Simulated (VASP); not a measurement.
Level of theory: PBEsol GGA, VASP's PBE PAW potentials (set 64) (plane waves; VASP).

A VASP calculation is set up with these files.

File POSCAR:
```
SnSe
1.0
  0.0000000000   2.7638874702   2.7638874702
  2.7638874702   0.0000000000   2.7638874702
  2.7638874702   2.7638874702   0.0000000000
Sn Se
1 1
Cartesian
  2.7638874702   2.7638874702   0.0000000000
  2.7638874702   2.7638874702   2.7638874702
```

### KPOINTS
```
Regular mesh
0
gamma
  8 8 8
0 0 0
```

INCAR:
```
EDIFF = 1E-6   ! SCF stop (eV)
SYSTEM = SnSe
SIGMA = 0.05
LMAXMIX = 4
IBRION = 2   ! conjugate gradients
GGA = PS
LREAL = .FALSE.   ! projection in real space or not
ALGO = Normal   ! blocked Davidson
NSW = 40
PREC = Accurate
LASPH = .TRUE.   ! aspherical one-centre terms
NELM = 100   ! most electronic steps
LCHARG = .FALSE.
ISIF = 3
PSTRESS = 200   ! kbar
LWAVE = .FALSE.
ENCUT = 500   ! plane-wave cut-off (eV)
ISMEAR = 0
EDIFFG = -0.02
```

POTCAR, in this order: Sn_d Se (PBE.64 set). Program: vasp_std.

The resulting files:

### OSZICAR
```
       N       E                     dE             d eps       ncg     rms          rms(c)
DAV:   1     0.131806755020E+03    0.13181E+03   -0.10091E+04   832   0.188E+03
DAV:   2     0.243840688757E+01   -0.12937E+03   -0.12711E+03   872   0.407E+02
DAV:   3    -0.831945403376E+01   -0.10758E+02   -0.10684E+02  1106   0.102E+02
DAV:   4    -0.854671320224E+01   -0.22726E+00   -0.22721E+00   868   0.163E+01
DAV:   5    -0.855361464046E+01   -0.69014E-02   -0.69014E-02  1158   0.271E+00    0.528E+00
DAV:   6    -0.846499390674E+01    0.88621E-01   -0.16132E-01  1166   0.395E+00    0.328E+00
DAV:   7    -0.845519616943E+01    0.97977E-02   -0.59045E-02  1050   0.179E+00    0.872E-01
DAV:   8    -0.845412784294E+01    0.10683E-02   -0.75044E-03  1106   0.970E-01    0.104E-01
DAV:   9    -0.845413508591E+01   -0.72430E-05   -0.50066E-04  1056   0.285E-01    0.687E-02
DAV:  10    -0.845413085057E+01    0.42353E-05   -0.33881E-05   920   0.500E-02    0.184E-02
DAV:  11    -0.845413029032E+01    0.56025E-06   -0.11964E-05  1136   0.400E-02    0.511E-03
DAV:  12    -0.845413013654E+01    0.15378E-06   -0.62299E-07   460   0.796E-03
   1 F= -.31829182E+01 E0= -.31829182E+01  d E =-.318292E+01
```

**OUTCAR**
```
------------------------ aborting loop because EDIFF is reached ----------------------------------------
  FORCE on cell =-STRESS in cart. coord.  units (eV):
  Direction    XX          YY          ZZ          XY          YZ          ZX
  --------------------------------------------------------------------------------------
  Total        5.2464519      5.2464519      5.2464519      0.0000000      0.0000000     -0.0000000
  in kB      199.0605562    199.0605562    199.0605562      0.0000000      0.0000000     -0.0000000
  external PRESSURE =      -0.9394438 kB  Pullay stress =     200.0000000 kB
  volume of cell :       42.23
      direct lattice vectors                 reciprocal lattice vectors
     0.000000000  2.763887470  2.763887470    -0.180904615  0.180904615  0.180904615
     2.763887470  0.000000000  2.763887470     0.180904615 -0.180904615  0.180904615
     2.763887470  2.763887470  0.000000000     0.180904615  0.180904615 -0.180904615
 POSITION                                       TOTAL-FORCE (eV/Angst)
 -----------------------------------------------------------------------------------
      0.00000      0.00000      0.00000        -0.000000      0.000000      0.000000
      2.76389      2.76389      2.76389         0.000000     -0.000000     -0.000000
 -----------------------------------------------------------------------------------
    total drift:                               -0.000000      0.000000      0.000000
  FREE ENERGIE OF THE ION-ELECTRON SYSTEM (eV)
  ---------------------------------------------------
  free  energy   TOTEN  =        -8.4541301365 eV

  energy  without entropy=       -8.4541301365  energy(sigma->0) =       -8.45413014
  enthalpy is  TOTEN    =        -3.1829181744 eV   P V=        5.2712119622

 reached required accuracy - stopping structural energy minimisation
```
(Selected blocks of OUTCAR.)

The structure was generated: SnSe was put into the rock salt type (Fm-3m), which need not be its known phase. It was relaxed first under an external pressure of 20 GPa.
